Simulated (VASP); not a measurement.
VASP ran on this input.

**KPOINTS**
```
K-points
0
G
 9 9 9
0 0 0
```

**POSCAR**
```
NaF
1
    0.0000000000     2.2751196259     2.2751196259
    2.2751196259     0.0000000000     2.2751196259
    2.2751196259     2.2751196259     0.0000000000
Na F
1 1
Direct
  0.0000000000   0.0000000000   0.0000000000
  0.5000000000   0.5000000000   0.5000000000
```

**INCAR**
```
! general
SYSTEM  =NaF
PREC    =Accurate
ENCUT   =520
LREAL   =F
LASPH   =T

! electronic loop
EDIFF   =1E-6
NELM    =100
ALGO    =Normal
LMIXTAU =T

! smearing
ISMEAR  =0
SIGMA   =0.05

! functional
METAGGA =R2SCAN
LUSE_VDW=T
BPARAM  =11.95
CPARAM  =0.0093

! ions
IBRION  =2
NSW     =60
ISIF    =3
EDIFFG  =-0.01

! output
LWAVE   =F
LCHARG  =F
```

POTCAR, in this order: Na_pv F (PBE.64 set). Program: vasp_std.

Task: Write an equivalent input for Ansatz.

Result: One equivalent input (not run):
Ansatz 0.2 input:
```yaml
crystal:
  lattice:
    - [0.0000000, 2.2751196, 2.2751196]
    - [2.2751196, 0.0000000, 2.2751196]
    - [2.2751196, 2.2751196, 0.0000000]
  atoms:
    - { symbol: Na, position: [0.0000000, 0.0000000, 0.0000000] }
    - { symbol: F, position: [0.5000000, 0.5000000, 0.5000000] }
kpoints:
  mp_grid: { grid: [9, 9, 9] }
hamiltonian:
  xc: r2scan
  dispersion: rvv10
  pseudopotentials: { kind: paw }
scf:
  occupations: { method: gaussian, width: 0.05 }
  max_iter: 100
relax:
  max_steps: 60
  f_tol: 0.01
  cell: {}
output: { forces: true, stress: true, eigenvalues: true }
```
Limits of the translation: each code has its own PAW files, so the cut-off isn't converted (ENCUT is set for VASP's; basis.ecutwfc is left out, and Ansatz then takes the one that its files recommend); Ansatz stops its SCF on the density residual and VASP on the energy change (EDIFF).

The structure comes from a measured NaF entry (Fm-3m) of the Crystallography Open Database, whose conditions weren't checked. It was relaxed first, which changed the volume by -5 %. The start is the result of an earlier pass.
